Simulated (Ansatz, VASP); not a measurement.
# Cross-check of Be (Beryllium) between VASP and Ansatz, part 2 of 2

Aim: how closely do two programs agree when they are given the same cell, functional and k mesh? Of the first pair: The structure shown is the end of the Ansatz relaxation below.

VASP 6.6.1 and Ansatz 0.2.0.

So far. Step 3 (VASP: single point, LDA): The run ends at a pressure of -6.58 GPa.

## 7. Comparison

Both answers:

```csv
quantity,Ansatz,VASP,difference
optical mode 1 to 2 (cm⁻¹),517.9,518.5,-0.12 %
optical mode 3 (cm⁻¹),818.9,822.1,-0.38 %
```

Modes are paired by rising frequency, not by their patterns, so a pair may set unlike modes beside each other; they are those without the splitting of longitudinal modes.

## 8. VASP: zone-centre phonons, LDA, pair 3

Second derivatives magnify differences that forces hide, and they need a tight electronic threshold. The cell compared in this pair holds 13.89 Å³, against 13.58 Å³ for the pair before.

INCAR reads:

```
SYSTEM = Be
PREC = Accurate
ENCUT = 600
EDIFF = 1E-08
NELM = 120
ISMEAR = 1
SIGMA = 0.2
LREAL = .FALSE.
ALGO = Normal
GGA = PW92
NBANDS = 8
LORBIT = 11
LWAVE = .FALSE.
LCHARG = .FALSE.
ISIF = 2
IBRION = 8
LASPH = .TRUE.
GGA_COMPAT = .FALSE.
KPAR = 2
```

POSCAR reads:

```
Be
1.0
    2.1639406166      0.0000000000      0.0000000000
   -1.0819703083      1.8740275462      0.0000000000
    0.0000000000      0.0000000000      3.4240328392
Be
2
Direct
    0.3333333334      0.6666666668      0.2500000000
    0.6666666668      0.3333333334      0.7500000000
```

KPOINTS reads:

```
Automatic mesh
0
Gamma
24 24 12
0 0 0
```

PAW data sets: Be (LDA family, release 64).

Launch:

```sh
> mpirun -np 2 vasp_std
```

Numbers of over 12 decimals in the logs are rounded to 6 here.

The program printed:

```text
[... set-up lines as in an earlier step ...]
 entering main loop
       N       E                     dE             d eps       ncg     rms          rms(c)
DAV:   1    -0.419082356065E+01   -0.41908E+01   -0.20025E+03  6904   0.466E+02
DAV:   2    -0.842632425988E+01   -0.42355E+01   -0.41955E+01 10664   0.482E+01
DAV:   3    -0.843877838506E+01   -0.12454E-01   -0.12421E-01  7392   0.265E+00
DAV:   4    -0.843878154363E+01   -0.31586E-05   -0.31591E-05  9744   0.438E-02
[...]
DAV:   8    -0.836313523161E+01    0.11089E-04   -0.89369E-06  7280   0.295E-02    0.635E-03
DAV:   9    -0.836313382960E+01    0.14020E-05   -0.73800E-07  9328   0.739E-03    0.614E-04
DAV:  10    -0.836313382202E+01    0.75784E-08   -0.13890E-09  6440   0.368E-04
   1 F= -.83631338E+01 E0= -.83630088E+01  d E =-.374942E-03
 Linear response reoptimize wavefunctions to high precision
DAV:   1    -0.836313382113E+01    0.89203E-09   -0.31267E-10  7728   0.154E-04
DAV:   2    -0.836313382113E+01   -0.71054E-13   -0.73481E-13  3520   0.682E-06
 Linear response DOF=           2
 Linear response progress:
[...]
RMM:   7    -0.775143836123E-02    0.43768E-08    0.23052E-10 50791   0.316E-06    0.178E-06
 first order change of Fermi-energy   0.18352E-05
 force on displaced ion       1 direction 1 :  -4.311   0.000   0.000
 Linear response progress:
  Degree of freedom:   2/  2
       N       E                     dE             d eps       ncg     rms          rms(c)
RMM:   1    -0.222190170247E-01   -0.22219E-01    0.42074E-03 24369   0.723E-01
RMM:   2    -0.178496704952E-01    0.43693E-02   -0.29488E-03 16100   0.826E-02    0.127E-01
RMM:   3    -0.166227969300E-01    0.12269E-02    0.79595E-04 15956   0.105E-01    0.472E-02
RMM:   4    -0.168467895115E-01   -0.22399E-03    0.23362E-04 16316   0.599E-02    0.433E-03
RMM:   5    -0.168897655704E-01   -0.42976E-04   -0.25767E-05 17028   0.345E-03    0.819E-04
RMM:   6    -0.168889513022E-01    0.81427E-06   -0.44800E-06 16829   0.607E-04    0.728E-05
RMM:   7    -0.168884426628E-01    0.50864E-06   -0.63019E-07 17413   0.276E-05    0.142E-05
RMM:   8    -0.168883920745E-01    0.50588E-07   -0.44491E-08 17394   0.701E-06    0.847E-07
RMM:   9    -0.168883866049E-01    0.54696E-08   -0.58309E-10 12302   0.510E-07    0.200E-07
 first order change of Fermi-energy   0.69279E-05
 force on displaced ion       1 direction 3 :   0.000   0.000 -10.602
 Linear response finished
```

From OUTCAR (step 8):

```text
  Total        1.1314031      1.1314031      1.1308200      0.0000000      0.0000000     -0.0000000
  in kB      130.5475459    130.5475459    130.4802635      0.0000000      0.0000000     -0.0000000
  external PRESSURE =     130.5251184 kB  Pullay stress =       0.0000000 kB

 POSITION                                       TOTAL-FORCE (eV/Angst)
 -----------------------------------------------------------------------------------
      0.00000      1.24935      0.85601        -0.000000      0.000000      0.000000
      1.08197      0.62468      2.56802         0.000000      0.000000      0.000000
 -----------------------------------------------------------------------------------
    total drift:                                0.000000      0.000000     -0.000000

[... 1 part as in an earlier step ...]

[... 1 further part left out ...]
```

## 9. Ansatz: zone-centre phonons, LDA, pair 3

The same cell, functional (in two slightly different forms), mesh and smearing now go to Ansatz, which takes its cutoff from its data sets.

The cell is taken from a series of runs on this material, whose earlier steps may have relaxed, scaled, displaced or heated it; both programs get it as it stands.

input.yaml reads:

```yaml
crystal:
  lattice:
    - [2.1639406166, 0.0, 0.0]
    - [-1.0819703083, 1.8740275462, 0.0]
    - [0.0, 0.0, 3.4240328392]
  atoms:
    - { symbol: Be, position: [0.3333333333, 0.6666666667, 0.25] }
    - { symbol: Be, position: [0.6666666667, 0.3333333333, 0.75] }
kpoints:
  mp_grid: { grid: [24, 24, 12] }
hamiltonian:
  xc: lda
  pseudopotentials: { kind: paw, azcp: { folder: soft_1 }, xc_functional: pbe }
scf:
  occupations: { method: methfessel_paxton, width: 0.2 }
output:
  eigenvalues: true
phonons:
  method: dfpt
```

Launch:

```sh
> ansatz run input.yaml --threads 4 --pin off --max-ram 10240MiB --backend cpu --events-out ev --progress --plain --runs-dir out
```

The program printed:

```text
[...]
Crystal: 2 atoms, lattice volume = 13.885 Å³
Basis set: ecut = 420 eV, 287 PW (Γ), exchange–correlation on 30×30×48 points (8 copies of the dense FFT grid, shifted against one another)
Bands: 6, of which v1, the nominal top of the filled ones, is band 2 counted from 1 (1 counted from 0)
Symmetry: 24 space group operations
k-points: 1099 of 6912 (irreducible under 4 space group operations, time reversal used)
[...]
Free energy (F): -176.423161 eV
[...]
Internal energy: -176.422785 eV  (E = F + TS)
E sigma→0 (E₀):  -176.423067 eV
Entropy (-TS):   -0.000376 eV (-0.188 meV/atom)
Fermi energy:    9.146426 eV
[...]
--- Band table (eV; the first three rows and the last of 1099) ---
[...]
ASR residual: 3.965e-5 → 0.000e0 eV/Å²; symmetrization residual: 5.329e-15 eV/Å²
  ASR residual per site (eV/Å²): 3.96e-5 3.96e-5
  Γ frequencies (cm⁻¹): 0.00 0.00 0.00 509.54 509.54 796.78
[...]
[key lines of the parts left out:]
SCF converged after 6 iterations
```

## 10. Side by side

The two programs side by side:

```csv
quantity,Ansatz,VASP,difference
optical mode 1 to 2 (cm⁻¹),509.5,510.0,-0.10 %
optical mode 3 (cm⁻¹),796.8,799.8,-0.38 %
```

Modes are paired by rising frequency, not by their patterns, so a pair may set unlike modes beside each other; they are those without the splitting of longitudinal modes.

## 11. What came out

```yaml
difference_in_pressure_single_point_lda: -0.34 GPa
r_m_s_difference_of_the_optical_zone_centre_modes_each_program_s_sorted_by_frequency_zone_centre_phonons_lda_pair_2: 1.9 cm⁻¹
r_m_s_difference_of_the_optical_zone_centre_modes_each_program_s_sorted_by_frequency_zone_centre_phonons_lda_pair_3: 1.8 cm⁻¹
```

What this shows: The difference in pressure is -0.34 GPa (single point, LDA), within the 1 GPa picked in this series as the mark of a large difference. Such differences can come from data sets, numerical settings and the points named under the comparisons, not from the functional's error against experiment.

[Lines on the potential files, build, host, timing and source positions are cut from VASP's logs without a mark.]

[Logs are printed without paths, hosts, clocks, repeated set-up lines and the standing remarks that a program may print on its own settings, such as how far it seeks lower states.]

[Hosts, paths, dates, database ids (printed as entryN), source tags and the programs' standing remarks are cut or masked in the printed files.]
